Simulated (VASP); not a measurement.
Write the native input for VASP 6.6.1 that does the following.

```
Task                   : relaxation of the atoms
Functional             : RPBE
Dispersion             : D3(BJ)
Potentials or basis    : VASP PAW PBE potentials, release 64 (O, Si, Cl, H)
Cutoff                 : 520 eV
k mesh                 : 1 × 1 × 1
Occupations            : gaussian, width 0.01 eV
Spin                   : no spin polarisation
Further INCAR settings : ALGO = Normal; EDIFF = 1e-07; IBRION = 2; EDIFFG = -0.01; NSW = 40
```

The structure of OSiClH lies in POSCAR:

```
SiHClO
1.0
   12.0000000000      0.0000000000      0.0000000000
    0.0000000000     11.0000000000      0.0000000000
    0.0000000000      0.0000000000     11.0000000000
O Si Cl H
1 1 1 1
Direct
    0.3938291700      0.5341681800      0.4810727300
    0.4336291700      0.4214500000      0.5679545500
    0.6083375000      0.4295136400      0.5474454500
    0.4480791700      0.5823681800      0.4382272700
```

The input as run:

INCAR

```
ALGO = Normal
EDIFF = 1E-7
EDIFFG = -0.01
ENCUT = 520
GGA = RP
IBRION = 2
ISIF = 2
ISMEAR = 0
IVDW = 12
LASPH = True
LCHARG = False
LREAL = False
LWAVE = False
NELM = 100
NSW = 40
PREC = Accurate
SIGMA = 0.01
```

KPOINTS

```
k-points
0
Gamma
  1 1 1
```

Potentials or basis: VASP PAW PBE potentials, release 64 (O, Si, Cl, H).

Launch:

```sh
$ cat potpaw_PBE.64/O/POTCAR potpaw_PBE.64/Si/POTCAR potpaw_PBE.64/Cl/POTCAR potpaw_PBE.64/H/POTCAR > POTCAR
$ mpirun -np 1 vasp_gam > vasp.out
```

Results of the run:

* Energy gained by relaxing: 3.0 meV/atom
* Ionic steps: 11
* Largest force after relaxing: 0.005 eV/Å
* Gap between the frontier levels: 3.70 eV
* Dispersion energy per atom: -0.162 eV

Caveat: the PAW data sets were made with another functional, which shifts forces and pressure a little.

Wall time 19 min on 1 thread of Intel(R) Xeon(R) Platinum 8259CL CPU @ 2.50GHz (Skylake/Cascade Lake) (shared host), peak memory 1.3 GiB.
